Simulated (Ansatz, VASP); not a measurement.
# Fe: VASP beside Ansatz, part 2 of 2

Wanted: the spread between two codes on one cell, functional and k mesh. The cell is a member of a volume series, scaled by 1.015 from a relaxed one, so a pressure remains.

VASP 6.6.1 and Ansatz 0.2.0.

So far. Step 3 (Ansatz: single point, PBE, volume scaled by 1.015): The run ends at a pressure of -2.78 GPa. Step 5 (Ansatz: single point, PBEsol with D3(BJ), volume scaled …): The run ends at a pressure of -3.28 GPa.

**6. VASP: single point, PBEsol with D3(BJ), volume scaled by 1.015**

Level of this step: PBEsol with D3(BJ), spin-polarised from a ferromagnetic start (one magnetic atom a cell); plane waves and PAW (Fe) (VASP).

The same cell, functional, mesh and smearing now go to VASP, with its own data sets and cutoff.

The input asks for a relaxation, which ended at its first step since no free force or stress exceeded the threshold; so it serves as a single point.

Input file INCAR:

```
SYSTEM = Fe
PREC = Accurate
ENCUT = 450
EDIFF = 1E-06
NELM = 100
ISMEAR = 1
SIGMA = 0.15
LREAL = .FALSE.
ALGO = Normal
GGA = PS
IVDW = 12
NBANDS = 10
ISPIN = 2
MAGMOM = 3
LMAXMIX = 4
LORBIT = 11
LWAVE = .FALSE.
LCHARG = .FALSE.
KPAR = 4
IBRION = 2
NSW = 30
ISIF = 4
EDIFFG = -0.01
```

Input file POSCAR:

```
Fe
1.0
   -1.3907226905      1.3907226905      1.3907226905
    1.3907226905     -1.3907226905      1.3907226905
    1.3907226905      1.3907226905     -1.3907226905
Fe
1
Direct
    0.0000000000      0.0000000000      0.0000000000
```

Input file KPOINTS:

```
Automatic mesh
0
Gamma
22 22 22
0 0 0
```

Potentials, in the order of the species: Fe (PBE family, release 64).

Command:

```
$ mpirun -np 4 vasp_std
```

Numbers of over 12 decimals in the logs are rounded to 6 here.

The program printed:

```text
[banner, memory and clock lines left out]
running    4 mpi-ranks, on    1 nodes
[...]
|                                                                             |
|               ----> ADVICE to this user running VASP <----                  |
|                                                                             |
|     You enforced a specific xc type in the INCAR file but a different       |
|     [... a line on the potential file left out ...]
|     I HOPE YOU KNOW WHAT YOU ARE DOING!                                     |
|                                                                             |

 LDA part: xc-table for (Slater+PW92), standard interpolation
 POSCAR, INCAR and KPOINTS ok, starting setup
[...]
entering main loop
       N       E                     dE             d eps       ncg     rms          rms(c)
DAV:   1     0.148062105772E+02    0.14806E+02   -0.37942E+03 14026   0.890E+02
DAV:   2    -0.950680915791E+01   -0.24313E+02   -0.22507E+02 13244   0.124E+02
DAV:   3    -0.995105115292E+01   -0.44424E+00   -0.44144E+00 14558   0.214E+01
DAV:   4    -0.995283815097E+01   -0.17870E-02   -0.17867E-02 14196   0.124E+00
[...]
DAV:  11    -0.891368941517E+01   -0.40825E-05   -0.10998E-04 14476   0.117E-01    0.270E-02
DAV:  12    -0.891369120446E+01   -0.17893E-05   -0.52277E-06 10850   0.323E-02    0.117E-02
DAV:  13    -0.891369128325E+01   -0.78789E-07   -0.12299E-06 10090   0.104E-02
   1 F= -.92642025E+01 E0= -.92642542E+01  d E =-.926420E+01  mag=     2.1335
[...]
reached required accuracy - stopping structural energy minimisation
```

Parts of OUTCAR (step 6):

```text
 Edisp (eV)   -0.35051

  Total      -0.22709    -0.22709    -0.22709    -0.00000    -0.00000    -0.00000
  in kB     -33.81620   -33.81620   -33.81620    -0.00000    -0.00000    -0.00000
  external pressure =      -33.82 kB  Pullay stress =        0.00 kB

 POSITION                                       TOTAL-FORCE (eV/Angst)
 -----------------------------------------------------------------------------------
      0.00000      0.00000      0.00000        -0.000000     -0.000000     -0.000000
 -----------------------------------------------------------------------------------
    total drift:                                0.000000     -0.000000      0.000000

  FREE ENERGIE OF THE ION-ELECTRON SYSTEM (eV)
  ---------------------------------------------------
  free  energy   TOTEN  =        -9.2642025435 eV

  energy  without entropy=       -9.2643574795  energy(sigma->0) =       -9.26425419

 magnetization (x)
# of ion       s       p       d       tot
------------------------------------------
    1       -0.013  -0.049   2.175   2.113

[... 2 parts as in an earlier step ...]

[... 2 further parts left out ...]
[key lines of the parts left out:]
E-fermi :   6.2662
```

**7. Differences**

What differs besides the data sets and the points named for the pairs above, as far as they apply: Ansatz makes its cores anew for this functional, VASP keeps those of its PBE data sets. Total energies have different zeros and are not compared.

The two programs side by side:

```
                                        quantity  Ansatz   VASP  difference
                                  pressure (GPa)   -3.28  -3.38       +0.10
pressure without Ansatz's Pulay correction (GPa)   -3.39  -3.38       -0.01
                               total moment (μB)    2.12   2.13       -0.02
                              moment on Fe1 (μB)    2.14   2.11       +0.03
```

Ansatz's pressure holds a Pulay correction of 0.11 GPa; VASP's holds none.

**8. VASP: single point, r2SCAN with rVV10, volume scaled by 1.015**

With cell and atoms fixed, the geometry can't cause a difference; cores, projectors, grids and the points listed under the comparison can. The cell compared in this pair holds 11.85 Å³, against 10.76 Å³ for the pair before.

The input asks for a relaxation, which ended at its first step since no free force or stress exceeded the threshold; so it serves as a single point.

Edit INCAR of step 6 so:

```diff
@@ -9,4 +9,8 @@
 ALGO = Normal
-GGA = PS
-IVDW = 12
+METAGGA = R2SCAN
+LUSE_VDW = .TRUE.
+IVDW_NL = 2
+BPARAM = 11.95
+CPARAM = 0.0093
+LASPH = .TRUE.
 NBANDS = 10
```

Input file POSCAR:

```
Fe
1.0
   -1.4360223830      1.4360223830      1.4360223830
    1.4360223830     -1.4360223830      1.4360223830
    1.4360223830      1.4360223830     -1.4360223830
Fe
1
Direct
    0.0000000000      0.0000000000      0.0000000000
```

KPOINTS is that of step 6.

Command:

```
$ mpirun -np 4 vasp_std
```

The program printed:

```text
[banner, memory and clock lines left out]
running    4 mpi-ranks, on    1 nodes
[...]
|                                                                             |
|               ----> ADVICE to this user running VASP <----                  |
|                                                                             |
|     You have switched on vdW-DFT.                                           |
|     This routine was written and supplied by Jiri Klimes. We recommend      |
|     that you carefully read and cite the following publications:            |
|       J. Klimes, D.R. Bowler, A. Michelides                                 |
|          J. Phys.: Cond Matt. 22 022201 (2010)                              |
|       J. Klimes, D.R. Bowler, A. Michelides                                 |
|          Phys. Rev. B. 83, 195131 (2011)                                    |
|     and references therein.                                                 |
|                                                                             |

[...]
Total rVV10 correction in eV:      0.1822543     9.9637547
Total rVV10 correction in eV:      0.1822543     9.9637547
Total rVV10 correction in eV:      0.1822543     9.9637547
Total rVV10 correction in eV:      0.1822543     9.9637547
DAV:  14    -0.141761372181E+02    0.24897E-05   -0.71325E-06 13886   0.318E-02    0.423E-03
Total rVV10 correction in eV:      0.1822524     9.9637547
Total rVV10 correction in eV:      0.1822524     9.9637547
Total rVV10 correction in eV:      0.1822524     9.9637547
Total rVV10 correction in eV:      0.1822524     9.9637547
DAV:  15    -0.141761363011E+02    0.91696E-06   -0.42210E-07  6694   0.893E-03
Total rVV10 correction in eV:      0.1822538     9.9637547
Total rVV10 correction in eV:      0.1822538     9.9637547
Total rVV10 correction in eV:      0.1822538     9.9637547
Total rVV10 correction in eV:      0.1822538     9.9637547
Total rVV10 correction in eV:      0.1822529     9.9637547
Total rVV10 correction in eV:      0.1822529     9.9637547
Total rVV10 correction in eV:      0.1822529     9.9637547
Total rVV10 correction in eV:      0.1822529     9.9637547
   1 F= -.14176136E+02 E0= -.14176201E+02  d E =-.141761E+02  mag=     2.6647
[...]
reached required accuracy - stopping structural energy minimisation
```

Parts of OUTCAR (step 8):

```text
  Total       -0.2082103     -0.2082103     -0.2082103      0.0000000     -0.0000000     -0.0000000
  in kB      -28.1623670    -28.1623670    -28.1623670      0.0000000     -0.0000000     -0.0000000
  external PRESSURE =     -28.1623670 kB  Pullay stress =       0.0000000 kB

 POSITION                                       TOTAL-FORCE (eV/Angst)
 -----------------------------------------------------------------------------------
      0.00000      0.00000      0.00000         0.000000      0.000000     -0.000000
 -----------------------------------------------------------------------------------
    total drift:                                0.000000     -0.000000      0.000000

  FREE ENERGIE OF THE ION-ELECTRON SYSTEM (eV)
  ---------------------------------------------------
  free  energy   TOTEN  =       -14.1761363011 eV

  energy  without entropy=      -14.1763312059  energy(sigma->0) =      -14.17620127

 magnetization (x)
# of ion       s       p       d       tot
------------------------------------------
    1       -0.012  -0.117   2.865   2.736

[... 2 parts as in an earlier step ...]

[... 2 further parts left out ...]
[key lines of the parts left out:]
E-fermi :   5.4157
```

SCAN-type functionals tend to overstate the moments of itinerant magnets.

**9. Ansatz: single point, r2SCAN with rVV10, volume scaled by 1.015**

The same cell, functional, mesh and smearing now go to Ansatz, which takes its cutoff from its data sets.

The cell is a member of a volume series, scaled by 1.015 from a relaxed one, so a pressure remains.

Input file input.yaml:

```yaml
crystal:
  lattice:
    - [-1.43602238, 1.43602238, 1.43602238]
    - [1.43602238, -1.43602238, 1.43602238]
    - [1.43602238, 1.43602238, -1.43602238]
  atoms:
    - { symbol: Fe, position: [0.0, 0.0, 0.0], spin: 3.0 }
hamiltonian:
  xc: r2scan
  pseudopotentials: { kind: paw }
  dispersion: rvv10
magnetization:
  spin_polarized: true
kpoints:
  mp_grid: { grid: [22, 22, 22] }
scf:
  occupations: { method: methfessel_paxton, width: 0.15 }
  n_extra_bands: 7
output:
  forces: true
  stress: true
  eigenvalues: true
```

Command:

```
$ ansatz run input.yaml --threads 2 --pin off --max-ram 4608MiB --backend cpu --events-out ev --progress --plain --runs-dir out
```

The program printed:

```text
[...]
Crystal: 1 atoms, lattice volume = 11.845 Å³
Basis set: ecut = 500 eV, 321 PW (Γ), exchange–correlation on 96×96×96 points (64 copies of the dense FFT grid, shifted against one another)
Bands: 15, of which v1, the nominal top of the filled ones, is band 8 counted from 1 (7 counted from 0)
Symmetry: 48 space group operations
[...]
k-point 1 ↑: bands = [... 4 lower, 9.1048, 14.4985, 14.5196, 14.5635, 15.6924, 15.7158, 41.8544, 42.3139, ... 3 higher]
  k-point 2 ↑: bands = [... 4 lower, 9.3595, 14.4365, 14.5155, 14.6925, 15.6364, 15.7208, 40.4273, 41.9183, ... 3 higher]
  k-point 327 ↓: bands = [... 4 lower, 14.9319, 14.9319, 20.7392, 20.7392, 20.7392, 27.6946, 27.6946, 27.6946, ... 3 higher]
[key lines of the parts left out:]
SCF converged after 12 iterations
Magnetization: 2.6658 μB (9.3329 up, 6.6671 down)
Free energy (F): -4485.016001 eV
Fermi energy:    17.589822 eV
P = ⅓ Tr σ = -2.7040 GPa (-27.040 kbar)
```

It took 10 s on 2 threads of Arm Neoverse V2, shared host; peak memory 0.48 GiB; 19 s of CPU time.

The run ends at a pressure of -2.70 GPa.

**10. Differences**

What differs besides the data sets and the points named for the pairs above, as far as they apply: VASP keeps PBE cores, Ansatz makes them for the functional; the cutoff is 500 eV in Ansatz and 450 eV in VASP. Total energies have different zeros and are not compared.

Compared:

```
                                        quantity  Ansatz   VASP  difference
                                  pressure (GPa)   -2.70  -2.82       +0.11
pressure without Ansatz's Pulay correction (GPa)   -2.91  -2.82       -0.09
                               total moment (μB)    2.67   2.66        0.00
                              moment on Fe1 (μB)    2.82   2.74       +0.09
```

Ansatz's pressure holds a Pulay correction of 0.20 GPa; VASP's holds none.

**11. Summary of results**

- difference in total moment (single point, PBE, volume scaled by 1.015): -0.040 μB
- difference in total moment (single point, PBEsol with D3(BJ), volume scaled by 1.015): -0.016 μB
- difference in total moment (single point, r2SCAN with rVV10, volume scaled by 1.015): 0.0011 μB

In words: The difference in total moment is -0.040 μB (single point, PBE, volume scaled by 1.015). 2 further runs of this series are not shown here. How closely two codes agree says nothing of how well the functional describes the real material.

[Lines on the potential files, build, host, timing and source positions are cut from VASP's logs without a mark.]

[Logs are printed without paths, hosts, clocks, repeated set-up lines and the standing remarks that a program may print on its own settings, such as how far it seeks lower states.]

[Hosts, paths, dates, database ids (printed as entryN), source tags and the programs' standing remarks are cut or masked in the printed files.]
